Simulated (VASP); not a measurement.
Input for VASP

**INCAR**
```
! general
SYSTEM =CdIn2O4
PREC   =Accurate
ENCUT  =460
LREAL  =Auto
LASPH  =.TRUE.

! electronic loop
EDIFF  =1E-6
NELM   =100
ALGO   =Normal
LMAXMIX=4

! smearing
ISMEAR =0
SIGMA  =0.01

! functional
GGA    =PS

! ions
ISIF   =2

! output
LWAVE  =.FALSE.
LCHARG =.FALSE.
```

File KPOINTS:
```
Automatic mesh
0
Gamma
3 3 3
0.5 0.5 0.5
```

**POSCAR**
```
CdIn2O4
1.0
  0.0000000000   4.6912520000   4.6912520000
  4.6912520000   0.0000000000   4.6912520000
  4.6912520000   4.6912520000   0.0000000000
Cd In O
2 4 8
Cart
  2.3456260000   2.3456260000   2.3456260000
  0.0000000000   0.0000000000   0.0000000000
  5.8640650000   3.5184390000   3.5184390000
  3.5184390000   3.5184390000   5.8640650000
  3.5184390000   5.8640650000   3.5184390000
  5.8640650000   5.8640650000   5.8640650000
  8.0853728220   8.0853728220   8.0853728220
  3.6427571780   5.7397468220   5.7397468220
  5.9883831780   5.9883831780   8.0853728220
  5.7397468220   3.6427571780   5.7397468220
  8.0853728220   5.9883831780   5.9883831780
  3.6427571780   3.6427571780   3.6427571780
  5.9883831780   8.0853728220   5.9883831780
  5.7397468220   5.7397468220   3.6427571780
```

POTCAR, in this order: Cd In_d O (PBE.64 set). Program: vasp_std.

Question: Translate this PBEsol calculation to Ansatz.

Answer: One equivalent input (not run):
Ansatz 0.2 input:
```yaml
crystal:
  lattice:
    - [0.0000000, 4.6912520, 4.6912520]
    - [4.6912520, 0.0000000, 4.6912520]
    - [4.6912520, 4.6912520, 0.0000000]
  atoms:
    - { symbol: Cd, position: [0.2500000, 0.2500000, 0.2500000] }
    - { symbol: Cd, position: [0.0000000, 0.0000000, 0.0000000] }
    - { symbol: In, position: [0.1250000, 0.6250000, 0.6250000] }
    - { symbol: In, position: [0.6250000, 0.6250000, 0.1250000] }
    - { symbol: In, position: [0.6250000, 0.1250000, 0.6250000] }
    - { symbol: In, position: [0.6250000, 0.6250000, 0.6250000] }
    - { symbol: O, position: [0.8617500, 0.8617500, 0.8617500] }
    - { symbol: O, position: [0.8352500, 0.3882500, 0.3882500] }
    - { symbol: O, position: [0.8617500, 0.8617500, 0.4147500] }
    - { symbol: O, position: [0.3882500, 0.8352500, 0.3882500] }
    - { symbol: O, position: [0.4147500, 0.8617500, 0.8617500] }
    - { symbol: O, position: [0.3882500, 0.3882500, 0.3882500] }
    - { symbol: O, position: [0.8617500, 0.4147500, 0.8617500] }
    - { symbol: O, position: [0.3882500, 0.3882500, 0.8352500] }
kpoints:
  mp_grid: { grid: [3, 3, 3], shift: [0.5, 0.5, 0.5] }
hamiltonian:
  xc: pbesol
  pseudopotentials: { kind: paw }
scf:
  occupations: { method: gaussian, width: 0.01 }
  max_iter: 100
output: { forces: true, stress: true, eigenvalues: true }
```
What does not carry over: each code has its own PAW files, so the cut-off isn't converted (ENCUT is set for VASP's; basis.ecutwfc is left out, and Ansatz then takes the one that its files recommend); Ansatz stops its SCF on the density residual and VASP on the energy change (EDIFF).

The structure comes from a computed database's CdIn2O4 entry; how it stands against other phases isn't given here. The cell was not relaxed at this level. The run is one of a series of settings (ENCUT = 460 against the base run), some of them coarse on purpose.
